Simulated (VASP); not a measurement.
Data:

```xyz
3
Lattice="0.0000 3.1139 3.1139 3.1139 0.0000 3.1139 3.1139 3.1139 0.0000" Properties=species:S:1:pos:R:3 pbc="T T T"
Mg     1.5569     1.5569     1.5569
Mg     4.6708     4.6708     4.6708
Si     0.0000     0.0000     0.0000
```

The numbers are results of PBE GGA with D4 dispersion, VASP's PBE PAW potentials (set 64) (plane waves; VASP), not measurements. Numerical set-up: 520 eV cut-off, 6×6×6 Γ-centred mesh, Gaussian smearing of 0.050 eV, potentials Mg Si.

Q: Predict the energy per atom (σ→0), pressure, band gap (on the k-mesh) with the smallest direct gap where there is one.

A: 
| Property | Value |
|---|---|
| band gap (on the k-mesh) | 0.13 eV |
| smallest direct gap (on the k-mesh) | 2.15 eV |
| energy per atom (σ→0) | -3.176 eV/atom |
| pressure | 2.01 GPa |

Total energies compare only between runs with the same potentials, cut-off and functional.

The compound is Mg2Si in the antifluorite structure. This cell is one point of a volume scan, at 0.97 of the reference volume.
